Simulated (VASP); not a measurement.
Data:

```
Yb
1.0
   -2.17871     2.17871     2.17871
    2.17871    -2.17871     2.17871
    2.17871     2.17871    -2.17871
Yb
1
Direct
  0.00000   0.00000   0.00000
```

Level of theory: r2SCAN meta-GGA, VASP's PBE PAW potentials (set 64) (plane waves; VASP). Run with 400 eV cut-off, 11×11×11 Γ-centred mesh, first-order Methfessel-Paxton smearing of 0.10 eV, potentials Yb_2.

The 4f electrons are frozen in the core of the lanthanide potential, so 4f levels, which can set the real gap, and their magnetism are missing. Energy and stress use the plane-wave basis of the starting cell.

Problem. The ions, cell shape and volume are relaxed. What does this cell relax into?

Solution. 
```
Yb
1.0
   -2.12838     2.12838     2.12838
    2.12838    -2.12838     2.12838
    2.12838     2.12838    -2.12838
Yb
1
Direct
  0.00000   0.00000   0.00000
```
Space group Im-3m (229), at a tolerance of 0.03 Å.

Problem. How do energy and volume change from the first to the last step?

Solution. The energy (σ→0) changes by -10.4 meV/atom and the volume by -6.8 %, in 3 ionic steps.

The structure was generated: Yb was put into the bcc type (Im-3m), which need not be its known phase. This run relaxes it. Symmetry was kept, so distortions that lower it aren't found.
